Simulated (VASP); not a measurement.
An input for Quantum ESPRESSO's pw.x (written as the equivalent of a VASP run, and not itself run):

```
&CONTROL
  calculation = 'vc-relax'
  pseudo_dir = './pseudo'
  outdir = './out'
  tprnfor = .true.
  tstress = .true.
  nstep = 60
  forc_conv_thr = 0.00078
/
&SYSTEM
  ibrav = 0
  nat = 5
  ntyp = 2
  ecutwfc = 110
  occupations = 'smearing'
  smearing = 'gaussian'
  degauss = 0.003675
  input_dft = 'vdw-df2'
/
&ELECTRONS
  conv_thr = 7.3e-08
  electron_maxstep = 100
/
&IONS
/
&CELL
/
ATOMIC_SPECIES
  La 138.905 La.upf
  O 15.999 O.upf
CELL_PARAMETERS angstrom
     1.9491290   -3.3759904    0.0000000
     1.9491290    3.3759904   -0.0000000
    -0.0000000   -0.0000000    6.0579463
ATOMIC_POSITIONS crystal
  La   0.3333330  0.6666670  0.2456729
  La   0.6666670  0.3333330  0.7543271
  O    0.0000000  0.0000000  0.0000000
  O    0.3333330  0.6666670  0.6459472
  O    0.6666670  0.3333330  0.3540528
K_POINTS automatic
  6 6 4 0 0 0
```

Q: Translate this input to VASP (INCAR, KPOINTS, POSCAR, choice of POTCAR).

A: One answer among several that fit: 
**KPOINTS**
```
Automatic mesh
0
Gamma
6 6 4
0 0 0
```

**POSCAR**
```
La2O3
1
    1.9491290206    -3.3759904061     0.0000000000
    1.9491290206     3.3759904061    -0.0000000000
   -0.0000000000    -0.0000000000     6.0579462875
La O
2 3
Direct
  0.3333330000   0.6666670000   0.2456728687
  0.6666670000   0.3333330000   0.7543271313
  0.0000000000   0.0000000000   0.0000000000
  0.3333330000   0.6666670000   0.6459472137
  0.6666670000   0.3333330000   0.3540527863
```

### INCAR
```
! general
SYSTEM  =La2O3
PREC    =Accurate
ENCUT   =520   ! plane-wave cut-off (eV)
LREAL   =.FALSE.   ! projection in real space or not
LASPH   =.TRUE.

! electronic loop
EDIFF   =1E-6   ! SCF stop (eV)
NELM    =100   ! most electronic steps
ALGO    =Normal   ! blocked Davidson
LMAXMIX =6   ! l cut-off of mixed one-centre charges

! smearing
ISMEAR  =0   ! Gaussian
SIGMA   =0.05

! functional
GGA     =ML
LUSE_VDW=.TRUE.
AGGAC   =0.0
ZAB_VDW =-1.8867

! ions
IBRION  =2   ! conjugate gradients
NSW     =60   ! most ionic steps
ISIF    =3   ! ions, shape and volume
EDIFFG  =-0.02   ! ionic stop

! output
LWAVE   =.FALSE.
LCHARG  =.FALSE.
```

POTCAR, in this order: La O (PBE.64 set). Program: vasp_std.

The two are equivalent in intent, not identical: the potentials are each code's own (VASP's PAW set, PseudoDojo norm-conserving files in pw.x), so ENCUT and ecutwfc are chosen apart and not converted; conv_thr bounds pw.x's estimated SCF error, while EDIFF bounds the energy change between steps; forc_conv_thr acts on force components and is met together with etot_conv_thr.

The compound is La2O3 in the a-type structure. This run relaxes it. Symmetry was kept, so distortions that lower it aren't found. The start is the result of an earlier pass.
